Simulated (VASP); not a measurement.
Given:

```
CELL_PARAMETERS angstrom
      0.00000     2.16711     2.16711
      2.16711     0.00000     2.16711
      2.16711     2.16711     0.00000
ATOMIC_POSITIONS crystal
  Ti 0.00000 0.00000 0.00000
  C  0.50000 0.50000 0.50000
```

All values below come from PBE GGA, VASP's PBE PAW potentials (set 64) (plane waves; VASP). Run with 620 eV cut-off, 14×14×14 Γ-centred mesh, first-order Methfessel-Paxton smearing of 0.10 eV, potentials Ti_sv C.

### Question
The ions, cell shape and volume at an external pressure of 5.0 GPa are relaxed. What does this cell relax into?

### Answer

```
CELL_PARAMETERS angstrom
      0.00000     2.15287     2.15287
      2.15287     0.00000     2.15287
      2.15287     2.15287     0.00000
ATOMIC_POSITIONS crystal
  Ti 0.00000 0.00000 0.00000
  C  0.50000 0.50000 0.50000
```
Space group Fm-3m (225), at a tolerance of 0.03 Å.

### Question
How do energy and volume change from the first to the last step?

### Answer
The energy (σ→0) changes by +2.9 meV/atom and the volume by -2.0 %, in 3 ionic steps.

The compound is TiC in the rock salt structure. This run relaxes it under an external pressure of 5 GPa. Symmetry was kept, so distortions that lower it aren't found.
